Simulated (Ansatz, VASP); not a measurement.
# TlSe4Cl in two plane-wave programs, part 2 of 2

Aim: how closely do two programs agree when they are given the same cell, functional and k mesh? The cell is generated by rule, not measured, and may not be a known phase. The cell is taken from a series of runs on this material, whose earlier steps may have relaxed, scaled, displaced or heated it; both programs get it as it stands.

VASP 6.6.1 and Ansatz 0.2.0.

So far: The starting structure; VASP: zone-centre phonons, PBEsol.

The structure was built from a prototype and need not be the compound's stable phase.

**3. Ansatz: zone-centre phonons, PBEsol**

Level of this step: Ansatz beside VASP: Kohn-Sham DFT, plane waves, PBEsol (Ansatz).

Ansatz runs on its default PAW (the set named soft_2) files.

The same cell, functional, mesh and smearing now go to Ansatz, which takes its cutoff from its data sets.

The input, input.yaml:

```yaml
crystal:
  lattice:
    - [0.0, 4.8529202603, 4.8529202603]
    - [4.8529202603, 0.0, 4.8529202603]
    - [4.8529202603, 4.8529202603, 0.0]
  atoms:
    - { symbol: Tl, position: [0.5, 0.5, 0.5] }
    - { symbol: Cl, position: [0.0, 0.0, 0.0] }
    - { symbol: Se, position: [0.1510856002, 0.1510856002, 0.1510856002] }
    - { symbol: Se, position: [0.5467431995, 0.1510856002, 0.1510856002] }
    - { symbol: Se, position: [0.1510856002, 0.1510856002, 0.5467431995] }
    - { symbol: Se, position: [0.1510856002, 0.5467431995, 0.1510856002] }
kpoints:
  mp_grid: { grid: [6, 6, 6] }
hamiltonian:
  xc: pbesol
scf:
  occupations: { method: methfessel_paxton, width: 0.2 }
output:
  eigenvalues: true
phonons:
  method: dfpt
```

On the command line:

```bash
ansatz run input.yaml --threads 8 --pin off --max-ram 14336MiB --backend cpu --events-out ev --progress --plain --runs-dir out
```

Numbers of over 12 decimals in the logs are rounded to 6 here.

The log of the run:

```text
Engine: ansatz 0.2.0, aarch64-unknown-linux-gnu
Pseudopotentials: kind: paw
Pseudopotential: Tl, paw, valence charge 13, recommended cutoff 420 eV (normal), Tl.paw.azcp
Pseudopotential: Cl, paw, valence charge 7, recommended cutoff 420 eV (normal), Cl.paw.azcp
Pseudopotential: Se, paw, valence charge 16, recommended cutoff 420 eV (normal), Se.paw.azcp
Functional definition: PBEsol
  exchange = pbesol_x
  correlation = pbesol_c
Crystal: 6 atoms, lattice volume = 228.581 Å³
Basis set: ecut = 420 eV, 4477 PW (Γ), exchange–correlation on 96×96×96 points (8 copies of the dense FFT grid, shifted against one another)
Bands: 51, of which v1, the nominal top of the filled ones, is band 42 counted from 1 (41 counted from 0)
Symmetry: 24 space group operations
k-points: 68 of 216 (irreducible under 2 space group operations, time reversal used)
Non-local potential: Tl, projectors of the file, l = 0: 2, l = 1: 2, l = 2: 2, l = 3: 1
Non-local potential: Cl, projectors of the file, l = 0: 2, l = 1: 2, l = 2: 2
Non-local potential: Se, projectors of the file, l = 0: 2, l = 1: 2, l = 2: 3, l = 3: 1
PAW form: soft (Blöchl's): semilocal exchange-correlation on the pseudo side does not see the compensation charge
PAW frozen core: Tl, regenerated for the run's functional, and the local potential with it (the file was generated under x = pbe(κ = 0.804, μ = 0.219515), c = pbe(β = 0.066725))
PAW frozen core: Cl, regenerated for the run's functional, and the local potential with it (the file was generated under x = pbe(κ = 0.804, μ = 0.219515), c = pbe(β = 0.066725))
PAW frozen core: Se, regenerated for the run's functional, and the local potential with it (the file was generated under x = pbe(κ = 0.804, μ = 0.219515), c = pbe(β = 0.066725))
PAW one-centre angular grid: Tl, 590 points (default); XC on 64 Gauss nodes
PAW one-centre angular grid: Cl, 110 points (default); XC on 64 Gauss nodes
PAW one-centre angular grid: Se, 590 points (default); XC on 64 Gauss nodes
Initial density: superposition of atomic densities (neutral atoms: chi_scale 0, normalization atom), corrected by the library's trained network
Initial wavefunctions: pseudopotential atomic-orbital guess
Functional: x = pbesol(κ = 0.804, μ = 0.123457), c = pbesol(β = 0.046)
SCF iter   1: F=—  HF=-34050.364803 eV  |F-HF|=—  |Δ(HF+E_count)|=         —  Δρ=4.67e-3  dr2=9.41e-2  ethr=1.77e-3  ⟨swp⟩=7.4  Hψ=13501  notcnv=0
preconditioner: auto → LDOS  [metal: Δε(μ)=0.013 eV  Ē_g=10.225 eV  σ=0.200 eV  W_gap=0.06  n_scr=58 (ndim 8)  ℏωp=16.3 eV  f_vac=0.263  D(μ)=8.27/eV (n_scr^D=58)  β→1.0]
SCF iter   2: F=—  HF=-34050.353696 eV  |F-HF|=—  |Δ(HF+E_count)|=   1.11e-2  S|Δr|=    0.00e0  Δρ=2.25e-3  dr2=1.22e-2  ethr=1.12e-4  ⟨swp⟩=2.0  Hψ=5517  notcnv=0
SCF iter   3: F=—  HF=-34050.351337 eV  |F-HF|=—  |Δ(HF+E_count)|=   2.36e-3  S|Δr|=    0.00e0  Δρ=6.35e-4  dr2=2.35e-3  ethr=1.45e-5  ⟨swp⟩=2.1  Hψ=6209  notcnv=0
SCF iter   4: F=—  HF=-34050.350888 eV  |F-HF|=—  |Δ(HF+E_count)|=   4.49e-4  S|Δr|=    0.00e0  Δρ=1.98e-4  dr2=1.44e-4  ethr=2.79e-6  ⟨swp⟩=2.9  Hψ=6543  notcnv=0
SCF iter   5: F=—  HF=-34050.350874 eV  |F-HF|=—  |Δ(HF+E_count)|=   1.37e-5  S|Δr|=    0.00e0  Δρ=4.37e-5  dr2=6.00e-6  ethr=1.71e-7  ⟨swp⟩=2.0  Hψ=4847  notcnv=0
SCF iter   6: F=—  HF=-34050.350805 eV  |F-HF|=—  |Δ(HF+E_count)|=   6.89e-5  S|Δr|=    0.00e0  Δρ=1.43e-5  dr2=7.07e-7  ethr=7.14e-9  ⟨swp⟩=2.0  Hψ=6100  notcnv=0
SCF iter   7: F=—  HF=-34050.350806 eV  |F-HF|=—  |Δ(HF+E_count)|=   3.49e-7  S|Δr|=    0.00e0  Δρ=4.40e-6  dr2=5.46e-8  ethr=8.41e-10  ⟨swp⟩=2.9  Hψ=6511  notcnv=0
SCF iter   8: F=—  HF=-34050.350806 eV  |F-HF|=—  |Δ(HF+E_count)|=   5.22e-8  S|Δr|=    0.00e0  Δρ=1.15e-6  dr2=6.19e-9  ethr=6.50e-11  ⟨swp⟩=2.0  Hψ=4721  notcnv=0
SCF iter   9: F=—  HF=-34050.350806 eV  |F-HF|=—  |Δ(HF+E_count)|=  8.88e-10  S|Δr|=    0.00e0  Δρ=3.64e-7  dr2=3.43e-10  ethr=7.37e-12  ⟨swp⟩=2.7  Hψ=6629  notcnv=0
SCF iter  10: F=—  HF=-34050.350806 eV  |F-HF|=—  |Δ(HF+E_count)|=  2.91e-11  S|Δr|=    0.00e0  Δρ=1.57e-7  dr2=8.96e-11  ethr=1.00e-12  ⟨swp⟩=2.2  Hψ=5941  notcnv=0
SCF iter  11: F=-34050.350806 eV  HF=-34050.350806 eV  |F-HF|=0.00e0  |Δ(HF+E_count)|=  7.28e-12  S|Δr|=    0.00e0  Δρ=3.92e-8  dr2=7.54e-12  ethr=1.00e-12  ⟨swp⟩=10.8  Hψ=18128  notcnv=0
SCF 1 converged in 11 iterations: F = -34050.350806 eV  dr2 = 7.54e-12
  greatest PAW one-centre occupation: 1.000 electrons in one spin orbital (limit 2), on the Se atom at site 3 (counted from 0), in its partial waves of l = 2
DFPT response loops at Γ: preconditioner auto → none (partly filled bands, converged f_vac=0.258); β = 0.50; Broyden in place of MSR1
SCF converged after 11 iterations
Stability not checked: this state was not tested for a lower state beside it, because cold or Methfessel-Paxton smearing, or corrected tetrahedra, fill the levels in a way that the test cannot read (fill_not_monotonic; see scf.lower_state_search)
Free energy (F): -34050.350806 eV
Harris-Foulkes:  -34050.350806 eV  (|F-HF|=0.00e0)
Internal energy: -34050.343381 eV  (E = F + TS)
E sigma→0 (E₀):  -34050.348950 eV
Entropy (-TS):   -0.007425 eV (-1.238 meV/atom)
Fermi energy:    4.040424 eV
--- Per-component energies (eV) ---
  E_band       = -1936.955270
  E_kinetic    = 958.716498
  E_local      = -15028.412980  (includes V_loc(G=0)·N_el)
  E_nonlocal   = -2016.170866
  E_hartree    = 7099.602254
  E_xc         = -742.733347
  E_vxc        = -648.193204  (∫ρ·V_xc dr)
  E_paw        = -18131.010076  (= ΣΔE_a)
  E_vpaw       = 597.902738  (= ΣTr[D̂ρ^β])
  E_aug_tail   = -0.002247  (compensation charges beyond the density's cutoff)
  E_ewald      = -6194.483114
  E_core_change = 4.150499  (= ΣΔE_core)
  E_smearing   = -0.007425  (= −TS)
  E_closure    = 0.000000  (closes the sum)
  Σ components = -34050.350806   (vs F -34050.350806, Δ=0.00e0)
--- Band table (eV; the first three rows and the last of 68) ---
  k-point 0: bands = [... 38 lower, 1.6157, 1.6157, 4.3607, 4.3607, 4.3607, 5.0797, 5.0797, 5.0797, ... 5 higher]
  k-point 1: bands = [... 38 lower, 1.5637, 1.6512, 4.1362, 4.1362, 4.3640, 5.0155, 5.2170, 5.2170, ... 5 higher]
  k-point 2: bands = [... 38 lower, 1.3816, 1.5379, 3.8994, 3.8994, 4.3705, 4.9620, 5.3175, 5.3175, ... 5 higher]
  k-point 67: bands = [... 38 lower, 1.2198, 1.2927, 3.8328, 3.8328, 4.3737, 4.9789, 5.3366, 5.3366, ... 5 higher]
--- Phonons (Γ-DFPT): 3 representative perturbations + reference, on 68 of 216 k-points (Σ response iterations 9) ---
  k mesh reduced under 2 symmetry operations, with k and −k counted as one. Each operation leaves every solved perturbation unchanged. A smaller set is not used because it would not reduce the number of displacements times k-points to solve
  ASR residual: 3.118e-5 → 0.000e0 eV/Å²; symmetrization residual: 3.930e-6 eV/Å²
  ASR residual per site (eV/Å²): 1.15e-5 3.05e-5 3.12e-5 3.12e-5 3.12e-5 3.12e-5
  Γ frequencies (cm⁻¹): -125.27 -125.27 -125.27 -116.86 -116.86 -33.75 -33.75 -33.75 -13.31 -13.31 -13.31 0.00 0.00 0.00 149.66 149.66 149.66 234.78
  non-analytic LO–TO correction: not included (Born effective charges unavailable; polar crystals: no LO–TO splitting at Γ)
```

The column dr2 measures how far the density is from self-consistency, as an energy; F and HF (Harris–Foulkes) agree once it is small.

**4. Side by side**

Known differences besides the potentials themselves: the data sets hold 84 valence electrons in Ansatz (on its default PAW (the set named soft_2) files) and 44 in VASP; the cutoff is 420 eV in Ansatz and 500 eV in VASP; Ansatz makes its cores anew for this functional, VASP keeps those of its PBE data sets. Total energies have different zeros and are not compared.

Both answers:

| quantity | Ansatz | VASP | difference |
| --- | --- | --- | --- |
| optical mode 1 to 3 (imaginary, printed as negative) (cm⁻¹) | -125.3 | -124.1 | -1.2 |
| optical mode 4 to 5 (imaginary, printed as negative) (cm⁻¹) | -116.9 | -115.0 | -1.9 |
| optical mode 6 to 8 (imaginary, printed as negative) (cm⁻¹) | -33.8 | -33.6 | -0.1 |
| optical mode 9 to 11 (imaginary, printed as negative) (cm⁻¹) | -13.3 | -15.4 | +2.1 |
| optical mode 12 to 14 (cm⁻¹) | 149.7 | 149.8 | -0.10 % |
| optical mode 15 (cm⁻¹) | 234.8 | 236.8 | -0.86 % |

Modes are paired by rising frequency, not by their patterns, so a pair may set unlike modes beside each other; they are those without the splitting of longitudinal modes.

**5. Results**

```json
{
  "r.m.s. difference of the optical zone-centre modes, each program's sorted by frequency (zone-centre phonons, PBEsol)": "1.4 cm⁻¹",
  "difference in optical mode 15 (zone-centre phonons, PBEsol)": "-0.9 %"
}
```

**Reading.** The r.m.s. difference of the optical zone-centre modes, each program's sorted by frequency is 1.4 cm⁻¹ (zone-centre phonons, PBEsol). The data sets hold unlike numbers of valence electrons (84 in Ansatz and 44 in VASP), so part of the differences may come from the potentials. Among the rows given in per cent, the largest difference of the zone-centre phonons, PBEsol pair is in optical mode 15, -0.9 %. How closely two codes agree says nothing of how well the functional describes the real material.

[Lines on the potential files, build, host, timing and source positions are cut from VASP's logs without a mark.]

[Logs are printed without paths, hosts, clocks, repeated set-up lines and the standing remarks that a program may print on its own settings, such as how far it seeks lower states.]

[Hosts, paths, dates, database ids (printed as entryN), source tags and the programs' standing remarks are cut or masked in the printed files.]
